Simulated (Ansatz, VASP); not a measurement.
# W (W(100)): VASP beside Ansatz

Aim: how closely do two programs agree when they are given the same cell, functional and k mesh? The structure shown is the end of the VASP relaxation below.

Main program and level: Ansatz 0.2.0; plane waves, with VASP 6.6.1 beside it; single point at PBEsol.

### Step 1. The starting structure

The cell holds 9 atoms: 9 W. Its edges and angles: a = 3.144 Å, b = 3.144 Å, c = 27.576 Å, α = 90.0°, β = 90.0°, γ = 90.0°. It derives from W. As first built, before any earlier steps moved the atoms: 9 layers of bcc W, cut at this functional's lattice. Vacuum lies along c.

### Step 2. VASP: relaxation, PBEsol

This run makes the geometry at which the two programs are then compared.

Lines of VASP's logs that name or quote its potential files are left out, and so is its time.

Input file INCAR:

```
SYSTEM = W
PREC = Normal
ENCUT = 320
EDIFF = 1E-05
NELM = 120
ISMEAR = 1
SIGMA = 0.15
LREAL = .FALSE.
ALGO = Fast
GGA = PS
NBANDS = 36
LORBIT = 11
LWAVE = .FALSE.
LCHARG = .FALSE.
KPAR = 4
IBRION = 2
NSW = 40
ISIF = 2
EDIFFG = -0.03
POTIM = 0.4
MAXMIX = 40
```

Input file POSCAR:

```
W
1.0
    3.1440747150      0.0000000000      0.0000000000
    0.0000000000      3.1440747150      0.0000000000
    0.0000000000      0.0000000000     27.5762988600
W
9
Direct
    0.0000000000      0.0000000000      0.2719726800
    0.5000000000      0.5000000000      0.3289795100
    0.0000000000      0.0000000000      0.3859863400
    0.5000000000      0.5000000000      0.4429931700
    0.0000000000      0.0000000000      0.5000000000
    0.5000000000      0.5000000000      0.5570068300
    0.0000000000      0.0000000000      0.6140136600
    0.5000000000      0.5000000000      0.6710204900
    0.0000000000      0.0000000000      0.7280273200
```

Input file KPOINTS:

```
Automatic mesh
0
Gamma
10 10 1
0 0 0
```

Potentials, in the order of the species: W (PBE family, release 64).

On the command line:

```sh
mpirun -np 4 vasp_std
```

Numbers of over 12 decimals in the logs are rounded to 6 here.

What it wrote:

```text
[banner, memory and clock lines left out]
running    4 mpi-ranks, on    1 nodes
 distrk:  each k-point on    1 cores,    4 groups
 distr:  one band on    1 cores,    1 groups

 POSCAR found type information on POSCAR W
 POSCAR found :  1 types and       9 ions
|                                                                             |
|               ----> ADVICE to this user running VASP <----                  |
|                                                                             |
|     You enforced a specific xc type in the INCAR file but a different       |
|     [... a line on the potential file left out ...]
|     I HOPE YOU KNOW WHAT YOU ARE DOING!                                     |
|                                                                             |

 LDA part: xc-table for (Slater+PW92), standard interpolation
 POSCAR, INCAR and KPOINTS ok, starting setup
 FFT: planning ... GRIDC
 FFT: planning ... GRID_SOFT
 FFT: planning ... GRID
 WAVECAR not read
 entering main loop
       N       E                     dE             d eps       ncg     rms          rms(c)
DAV:   1     0.176431872734E+03    0.17643E+03   -0.16751E+04  1512   0.845E+02
DAV:   2    -0.101876958922E+03   -0.27831E+03   -0.26412E+03  2028   0.234E+02
DAV:   3    -0.126224045560E+03   -0.24347E+02   -0.23499E+02  2000   0.643E+01
DAV:   4    -0.127974120823E+03   -0.17501E+01   -0.17092E+01  2480   0.150E+01
DAV:   5    -0.128035495745E+03   -0.61375E-01   -0.60387E-01  2320   0.277E+00    0.640E+01
RMM:   6    -0.145081345070E+03   -0.17046E+02   -0.11820E+02  2036   0.272E+01    0.334E+01
RMM:   7    -0.229324282347E+03   -0.84243E+02   -0.28606E+02  2350   0.525E+01    0.269E+01
RMM:   8    -0.126106962575E+03    0.10322E+03   -0.69366E+01  1666   0.292E+01    0.156E+01
RMM:   9    -0.119312899063E+03    0.67941E+01   -0.26320E+01  1845   0.153E+01    0.563E+00
RMM:  10    -0.119567100134E+03   -0.25420E+00   -0.32864E+00  1732   0.725E+00    0.547E+00
RMM:  11    -0.119349093812E+03    0.21801E+00   -0.13414E+00  2044   0.336E+00    0.361E+00
RMM:  12    -0.119380365730E+03   -0.31272E-01   -0.25357E-01  2162   0.128E+00    0.379E+00
RMM:  13    -0.119265143710E+03    0.11522E+00   -0.13082E-01  2002   0.843E-01    0.359E+00
RMM:  14    -0.119361440309E+03   -0.96297E-01   -0.33023E-01  2027   0.147E+00    0.241E+00
[...]
RMM:  22    -0.119144793846E+03   -0.82845E-02   -0.64133E-02  1822   0.644E-01    0.608E-01
RMM:  23    -0.119136964807E+03    0.78290E-02   -0.19910E-02  1904   0.421E-01    0.435E-01
RMM:  24    -0.119133065966E+03    0.38988E-02   -0.13611E-02  1926   0.292E-01    0.177E-01
RMM:  25    -0.119133196551E+03   -0.13058E-03   -0.10011E-02  2005   0.245E-01    0.316E-01
RMM:  26    -0.119133114555E+03    0.81996E-04   -0.11414E-03  1818   0.113E-01    0.187E-01
RMM:  27    -0.119133105154E+03    0.94014E-05   -0.44846E-04  2008   0.546E-02    0.206E-01
RMM:  28    -0.119132983700E+03    0.12145E-03   -0.18494E-04  1571   0.549E-02    0.659E-02
RMM:  29    -0.119132990368E+03   -0.66679E-05   -0.59975E-05  1291   0.277E-02
   1 F= -.11913299E+03 E0= -.11913270E+03  d E =-.119133E+03
[... from here on, the cycles between the ionic steps are left out ...]
   3 F= -.11948132E+03 E0= -.11948189E+03  d E =-.348328E+00
   4 F= -.11950146E+03 E0= -.11950219E+03  d E =-.201391E-01
   5 F= -.11950407E+03 E0= -.11950487E+03  d E =-.227567E-01
   6 F= -.11950895E+03 E0= -.11950997E+03  d E =-.487287E-02
   7 F= -.11951152E+03 E0= -.11951275E+03  d E =-.744733E-02
   8 F= -.11951548E+03 E0= -.11951663E+03  d E =-.395461E-02
   9 F= -.11951988E+03 E0= -.11952072E+03  d E =-.836200E-02
  10 F= -.11952135E+03 E0= -.11952212E+03  d E =-.146677E-02
  11 F= -.11952135E+03 E0= -.11952211E+03  d E =-.146428E-02
 curvature:  -1.82 expect dE=-0.481E-03 dE for cont linesearch -0.664E-06
 trial: gam= 0.07142 g(F)=  0.264E-03 g(S)=  0.000E+00 ort = 0.469E-04 (trialstep = 0.130E+01)
 search vector abs. value=  0.301E-03
 bond charge predicted
       N       E                     dE             d eps       ncg     rms          rms(c)
DAV:   1    -0.119521514450E+03   -0.16247E-03   -0.53666E-02  1572   0.945E-01    0.511E-02
RMM:   2    -0.119521496095E+03    0.18355E-04   -0.52246E-04  1569   0.125E-01    0.136E-02
RMM:   3    -0.119521517138E+03   -0.21043E-04   -0.16893E-04  1625   0.426E-02    0.873E-03
RMM:   4    -0.119521524997E+03   -0.78587E-05   -0.24588E-05  1009   0.182E-02
  12 F= -.11952152E+03 E0= -.11952239E+03  d E =-.176783E-03
 trial-energy change:   -0.000177  1 .order   -0.000163   -0.000348    0.000021
 step:   1.2270(harm=  1.2270)  dis= 0.00187  next Energy=  -119.521512 (dE=-0.164E-03)
 reached required accuracy - stopping structural energy minimisation
```

From OUTCAR (step 2):

```text
ion  position               nearest neighbor table
   1  0.000  0.000  0.272-   2 2.72   2 2.72   2 2.72   2 2.72   3 3.14
   2  0.500  0.500  0.329-   3 2.72   3 2.72   3 2.72   3 2.72   1 2.72   1 2.72   1 2.72   1 2.72
                             4 3.14
   3  0.000  0.000  0.386-   2 2.72   4 2.72   2 2.72   4 2.72   2 2.72   4 2.72   2 2.72   4 2.72
                             5 3.14   1 3.14
   4  0.500  0.500  0.443-   3 2.72   5 2.72   3 2.72   5 2.72   3 2.72   5 2.72   3 2.72   5 2.72
                             2 3.14   6 3.14
   5  0.000  0.000  0.500-   4 2.72   6 2.72   4 2.72   6 2.72   4 2.72   6 2.72   4 2.72   6 2.72
                             3 3.14   7 3.14
   6  0.500  0.500  0.557-   5 2.72   7 2.72   5 2.72   7 2.72   5 2.72   7 2.72   5 2.72   7 2.72
                             4 3.14   8 3.14
   7  0.000  0.000  0.614-   6 2.72   8 2.72   6 2.72   8 2.72   6 2.72   8 2.72   6 2.72   8 2.72
                             5 3.14   9 3.14
   8  0.500  0.500  0.671-   7 2.72   7 2.72   7 2.72   7 2.72   9 2.72   9 2.72   9 2.72   9 2.72
                             6 3.14
   9  0.000  0.000  0.728-   8 2.72   8 2.72   8 2.72   8 2.72   7 3.14

  LATTYP: Found a simple tetragonal cell.
 ALAT       =     3.1440747150
 C/A-ratio  =     8.7708789898

 Subroutine GETGRP returns: Found 16 space group operations
 (whereof 16 operations were pure point group operations)

The static configuration has the point symmetry D_4h.

 Found     21 irreducible k-points:

   k-points           NKPTS =     21   k-points in BZ     NKDIM =     21   number of bands    NBANDS=     36

   dimension x,y,z NGX =    14 NGY =   14 NGZ =  126
   dimension x,y,z NGXF=    28 NGYF=   28 NGZF=  252

   ENCUT  =  320.0 eV  23.52 Ry    4.85 a.u.   4.59  4.59 40.22*2*pi/ulx,y,z

   NELECT =      54.0000    total number of electrons

 k-points in reciprocal lattice and weights: Automatic mesh
   0.00000000  0.00000000  0.00000000       0.010
   0.10000000  0.00000000  0.00000000       0.040
   0.20000000  0.00000000  0.00000000       0.040
   0.30000000  0.00000000  0.00000000       0.040
   0.40000000  0.00000000  0.00000000       0.040
   0.50000000  0.00000000  0.00000000       0.020
   0.10000000  0.10000000  0.00000000       0.040
   0.20000000  0.10000000  0.00000000       0.080
   0.30000000  0.10000000  0.00000000       0.080
[...]
0.50000000  0.40000000  0.00000000       0.040
   0.50000000  0.50000000  0.00000000       0.010

 average (electrostatic) potential at core
       1 -43.0286       2 -43.0387       3 -43.3257       4 -43.1763       5 -43.3738
       6 -43.1763       7 -43.3257       8 -43.0387       9 -43.0286

 E-fermi :   1.9331

 k-point     1 :       0.0000    0.0000    0.0000
  band No.  band energies     occupation
    ...
     26       1.5893      2.00558
     27       1.7259      2.06489
     28       1.7346      2.06831
     29       1.8895      1.46960
     30       1.8895      1.46960
     31       2.3297     -0.00119
     32       2.4340     -0.00002
     33       2.6502     -0.00000
     34       2.6502     -0.00000
     35       3.4948     -0.00000
    ...

 k-point     2 :       0.1000    0.0000    0.0000
  band No.  band energies     occupation
    ...
     25       1.4726      2.00013
     26       1.7482      2.07090
     27       1.8081      1.99615
     28       1.8788      1.57074
     29       1.8859      1.50417
     30       2.3334     -0.00105
     31       2.4992     -0.00000
     32       2.5375     -0.00000
     33       2.8327     -0.00000
     34       2.9421     -0.00000
    ...

 k-point     3 :       0.2000    0.0000    0.0000
  band No.  band energies     occupation
    ...
     23       0.9138      2.00000
     24       1.2125      2.00000
     25       1.3179      2.00000
     26       1.6884      2.04325
     27       1.7123      2.05780
     28       2.5157     -0.00000
     29       2.5342     -0.00000
     30       2.6802     -0.00000
     31       2.6959     -0.00000
     32       2.8345     -0.00000
    ...

  Total       -4.3099686     -4.3099686     -0.6142486      0.0000000      0.0000000      0.0000000
  in kB      -25.3316218    -25.3316218     -3.6102147      0.0000000      0.0000000      0.0000000
  external PRESSURE =     -18.0911528 kB  Pullay stress =       0.0000000 kB

  energy-cutoff  :      320.00
  volume of cell :      272.60
      direct lattice vectors                 reciprocal lattice vectors
     3.144074715  0.000000000  0.000000000     0.318058599  0.000000000  0.000000000
     0.000000000  3.144074715  0.000000000     0.000000000  0.318058599  0.000000000
     0.000000000  0.000000000 27.576298860     0.000000000  0.000000000  0.036263024

 POSITION                                       TOTAL-FORCE (eV/Angst)
 -----------------------------------------------------------------------------------
      0.00000      0.00000      7.66538        -0.000000      0.000000      0.010523
      1.57204      1.57204      9.04808        -0.000000     -0.000000     -0.008258
      0.00000      0.00000     10.66090         0.000000     -0.000000      0.005755
      1.57204      1.57204     12.21875        -0.000000      0.000000     -0.000019
      0.00000      0.00000     13.78815        -0.000000     -0.000000      0.000000
      1.57204      1.57204     15.35755         0.000000     -0.000000      0.000019
      0.00000      0.00000     16.91540        -0.000000     -0.000000     -0.005755
      1.57204      1.57204     18.52822        -0.000000     -0.000000      0.008258
      0.00000      0.00000     19.91091         0.000000      0.000000     -0.010523
 -----------------------------------------------------------------------------------
    total drift:                                0.000000      0.000000     -0.000000

  FREE ENERGIE OF THE ION-ELECTRON SYSTEM (eV)
  ---------------------------------------------------
  free  energy   TOTEN  =      -119.5215249968 eV

  energy  without entropy=     -119.5241342123  energy(sigma->0) =     -119.52239474

 reached required accuracy - stopping structural energy minimisation

 total charge
# of ion       s       p       d       tot
------------------------------------------
    1        0.678   0.439   4.222   5.339
    2        0.714   0.717   4.358   5.789
    3        0.681   0.728   4.247   5.656
    4        0.681   0.734   4.289   5.705
    5        0.686   0.745   4.239   5.670
    6        0.681   0.734   4.289   5.705
    7        0.681   0.728   4.247   5.656
    8        0.714   0.717   4.358   5.789
    9        0.678   0.439   4.222   5.339
--------------------------------------------------
tot          6.193   5.981  38.474  50.647

[... 3 further parts left out ...]
```

CONTCAR:

```
W
   1.00000000000000
     3.1440747149999999    0.0000000000000000    0.0000000000000000
     0.0000000000000000    3.1440747149999999    0.0000000000000000
     0.0000000000000000    0.0000000000000000   27.5762988600000014
  W
     9
Direct
     0.0000000000000000    0.0000000000000000    0.2779700171695040
     0.5000000000000000    0.5000000000000000    0.3281107101391759
     0.0000000000000000    0.0000000000000000    0.3865964866254518
     0.5000000000000000    0.5000000000000000    0.4430887889466567
     0.0000000000000000    0.0000000000000000    0.5000000000000000
     0.5000000000000000    0.5000000000000000    0.5569112110533433
     0.0000000000000000    0.0000000000000000    0.6134035133745481
     0.5000000000000000    0.5000000000000000    0.6718892898608241
     0.0000000000000000    0.0000000000000000    0.7220299828304959
```

The data set W keeps the semicore shell frozen, which is cheaper and a little less accurate. The run keeps the 16 symmetry operations of its start, so it cannot find a distortion of lower symmetry.

(Continued in part 2 of 2.)

[Lines on the potential files, build, host, timing and source positions are cut from VASP's logs without a mark.]

[Logs are printed without paths, hosts, clocks, repeated set-up lines and the standing remarks that a program may print on its own settings, such as how far it seeks lower states.]

[Hosts, paths, dates, database ids (printed as entryN), source tags and the programs' standing remarks are cut or masked in the printed files.]
